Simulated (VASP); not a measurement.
Given:

```yaml
crystal:
  lattice:
    - [0.00000, 2.51971, 2.51971]
    - [2.51971, 0.00000, 2.51971]
    - [2.51971, 2.51971, 0.00000]
  atoms:
    - { symbol: Be, position: [0.00000, 0.00000, 0.00000] }
    - { symbol: Se, position: [0.25000, 0.25000, 0.25000] }
```

The numbers are results of PBEsol GGA, VASP's PBE PAW potentials (set 64) (plane waves; VASP), not measurements. Run with 500 eV cut-off, 9×9×9 Γ-centred mesh, Gaussian smearing of 0.050 eV, potentials Be Se.

### Question
Estimate the energy per atom (σ→0), pressure.

### Answer

| Property | Result |
|---|---|
| energy per atom (σ→0) | -4.711 eV/atom |
| pressure | 5.01 GPa |

Total energies compare only between runs with the same potentials, cut-off and functional.

The structure was generated: BeSe was put into the zinc blende type (F-43m), which need not be its known phase. It was relaxed first under an external pressure of 5 GPa.
